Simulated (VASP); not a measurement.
```
CELL_PARAMETERS angstrom
     -1.57297     1.57297     3.81755
      1.57297    -1.57297     3.81755
      1.57297     1.57297    -3.81755
ATOMIC_POSITIONS crystal
  Si 0.33499 0.33499 0.00000
  Si 0.66501 0.66501 0.00000
  W  0.00000 0.00000 0.00000
```

Level of theory: PBE GGA, VASP's PBE PAW potentials (set 64) (plane waves; VASP 6.6.1). Numerical set-up: 300 eV cut-off, 15×15×15 Γ-centred mesh, Fermi-Dirac smearing of 0.050 eV, potentials Si W_sv.

At this cut-off the stress carries a Pulay error, which pulls relaxed volumes low.

Task: Which forces act on the atoms, in eV/Å?

Result: 
```csv
atom,Fx,Fy,Fz
Si1,0.000,0.000,-0.321
Si2,0.000,0.000,0.321
W3,0.000,0.000,0.000
```

Task: Give the stress tensor in GPa (positive for a compressed cell).

Result: 
```
19.86   0.00   0.00
 0.00  19.86   0.00
 0.00   0.00  24.74
```
The pressure is its mean diagonal, 21.49 GPa.

The structure comes from a computed database's Si2W entry; how it stands against other phases isn't given here. The cell was not relaxed at this level.
